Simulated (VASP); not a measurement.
These are PBEsol GGA, VASP's PBE PAW potentials (set 64) (plane waves; VASP) values and carry that method's errors.

The input files of a VASP run:

### KPOINTS
```
Automatic mesh
0
Gamma
7 7 1
0 0 0
```

### INCAR
```
ALGO=Normal
DIPOL=0.5 0.5 0.5
EDIFF=1E-6
ENCUT=400
GGA=PS
IDIPOL=3
ISMEAR=1
LASPH=.TRUE.
LCHARG=.FALSE.
LDIPOL=.TRUE.
LMAXMIX=4
LORBIT=11
LREAL=Auto
LVHAR=.TRUE.
LWAVE=.FALSE.
NELM=100
NELMIN=4
PREC=Normal
SIGMA=0.1
SYSTEM=Ni3Si(111) slab
```

**POSCAR**
```
Ni3Si(111) slab
4.8950270
  0.9999999826   0.0000000000   0.0000000000
 -0.4999999913   0.8660252192   0.0000000000
  0.0000000000   0.0000000000   5.0630647662
Si Ni
5 15
Cart
 -0.0000005000   0.5773504348   1.7182913254
  0.5000004913   0.2886747844   2.1195156730
 -0.4999999913   0.8660252192   2.5315323831
 -0.0000005000   0.5773504348   2.9435490932
  0.5000004913   0.2886747844   3.3447734408
  0.7480771078   0.1454477111   1.7184295663
  0.4999994912   0.5751306631   1.7184295663
  0.2519218747   0.1454477111   1.7184295663
 -0.2503643871   0.7218980641   2.1235336407
  0.0000005000   0.2882534441   2.1235336407
  0.2503653871   0.7218980641   2.1235336407
  0.2499999956   0.4330126096   2.5315323831
 -0.0000000000   0.8660252192   2.5315323831
 -0.2499999956   0.4330126096   2.5315323831
  0.7503643784   0.1441271550   2.9395311255
  0.4999994913   0.5777717751   2.9395311255
  0.2496346041   0.1441271550   2.9395311255
 -0.2480771165   0.7205775081   3.3446351999
  0.0000005000   0.2908945561   3.3446351999
  0.2480781166   0.7205775081   3.3446351999
```

POTCAR, in this order: Si Ni (PBE.64 set). Program: vasp_std. Read from the step before: WAVECAR.

Output of the run:

### OSZICAR
```
       N       E                     dE             d eps       ncg     rms          rms(c)
DAV:   1    -0.125643558325E+03   -0.12564E+03   -0.28401E-04  2064   0.195E-01    0.938E-02
DAV:   2    -0.125645077666E+03   -0.15193E-02   -0.48552E-03  2110   0.118E+00    0.481E-01
DAV:   3    -0.125643456494E+03    0.16212E-02   -0.36601E-03  1998   0.108E+00    0.873E-02
DAV:   4    -0.125643498909E+03   -0.42416E-04   -0.63327E-04  2406   0.327E-01    0.786E-02
DAV:   5    -0.125643459371E+03    0.39538E-04   -0.14462E-04  2162   0.167E-01    0.774E-03
DAV:   6    -0.125643462886E+03   -0.35144E-05   -0.20419E-05  1834   0.259E-02    0.492E-03
DAV:   7    -0.125643463034E+03   -0.14875E-06   -0.14532E-06   906   0.113E-02
   1 F= -.12564346E+03 E0= -.12564743E+03  d E =0.118917E-01
```

OUTCAR:
```
------------------------ aborting loop because EDIFF is reached ----------------------------------------
  FORCE on cell =-STRESS in cart. coord.  units (eV):
  Direction    XX          YY          ZZ          XY          YZ          ZX
  --------------------------------------------------------------------------------------
  Total       -8.8797999     -8.8797964     -1.4857255      0.0000000      0.0000000      0.0000000
  in kB      -27.6633308    -27.6633200     -4.6284959      0.0000000      0.0000000      0.0000000
  external PRESSURE =     -19.9850489 kB  Pullay stress =       0.0000000 kB
  volume of cell :      514.29
      direct lattice vectors                 reciprocal lattice vectors
     4.895026915  0.000000000  0.000000000     0.204288969  0.117946314  0.000000000
    -2.447513457  4.239216831  0.000000000     0.000000000  0.235892628  0.000000000
     0.000000000  0.000000000 24.783838733     0.000000000  0.000000000  0.040348875
 POSITION                                       TOTAL-FORCE (eV/Angst)
 -----------------------------------------------------------------------------------
     -0.00000      2.82615      8.41108         0.000000      0.000000      0.009252
      2.44752      1.41307     10.37509         0.000000      0.000000      0.016177
      0.00000      0.00000     12.39192         0.000000      0.000000      0.000000
     -0.00000      2.82615     14.40875         0.000000      0.000000     -0.016177
      2.44752      1.41307     16.37276         0.000000      0.000000     -0.009252
      3.66186      0.71197      8.41176        -0.000819      0.000473      0.010632
      2.44751      2.81528      8.41176         0.000000     -0.000946      0.010632
      1.23316      0.71197      8.41176         0.000819      0.000473      0.010632
     -1.22554      3.53371     10.39475         0.006603     -0.003812     -0.012783
      0.00000      1.41101     10.39475        -0.000000      0.007624     -0.012783
      1.22555      3.53371     10.39475        -0.006603     -0.003812     -0.012783
      1.22376      2.11961     12.39192         0.000000      0.000000      0.000000
      2.44751      0.00000     12.39192         0.000000      0.000000      0.000000
     -1.22376      2.11961     12.39192         0.000000      0.000000      0.000000
      3.67305      0.70551     14.38908        -0.006603      0.003812      0.012783
      2.44751      2.82821     14.38908         0.000000     -0.007624      0.012783
      1.22197      0.70551     14.38908         0.006603      0.003812      0.012783
     -1.21434      3.52725     16.37208         0.000819     -0.000473     -0.010632
      0.00000      1.42394     16.37208        -0.000000      0.000946     -0.010632
      1.21435      3.52725     16.37208        -0.000819     -0.000473     -0.010632
 -----------------------------------------------------------------------------------
    total drift:                                0.000000      0.000000      0.000000
  FREE ENERGIE OF THE ION-ELECTRON SYSTEM (eV)
  ---------------------------------------------------
  free  energy   TOTEN  =      -125.6434630345 eV

  energy  without entropy=     -125.6553547255  energy(sigma->0) =     -125.64742693

 total charge

# of ion       s       p       d       tot
------------------------------------------
    1        0.761   0.810   0.000   1.571
    2        0.724   0.841   0.000   1.565
    3        0.725   0.846   0.000   1.571
    4        0.724   0.841   0.000   1.565
    5        0.761   0.810   0.000   1.571
    6        0.488   0.478   8.406   9.371
    7        0.488   0.478   8.406   9.371
    8        0.488   0.478   8.406   9.371
    9        0.507   0.611   8.441   9.559
   10        0.507   0.611   8.441   9.559
   11        0.507   0.611   8.441   9.559
   12        0.504   0.611   8.433   9.548
   13        0.504   0.611   8.433   9.548
   14        0.504   0.611   8.433   9.548
   15        0.507   0.611   8.441   9.559
   16        0.507   0.611   8.441   9.559
   17        0.507   0.611   8.441   9.559
   18        0.488   0.478   8.406   9.371
   19        0.488   0.478   8.406   9.371
   20        0.488   0.478   8.406   9.371
--------------------------------------------------
tot         11.174  12.510 126.379 150.063
```
(Selected blocks of OUTCAR.)

The cell is a thin slab with vacuum, built from Ni3Si (L1_2): (111) face. The run is not spin-polarised, so no magnetic state was tried.
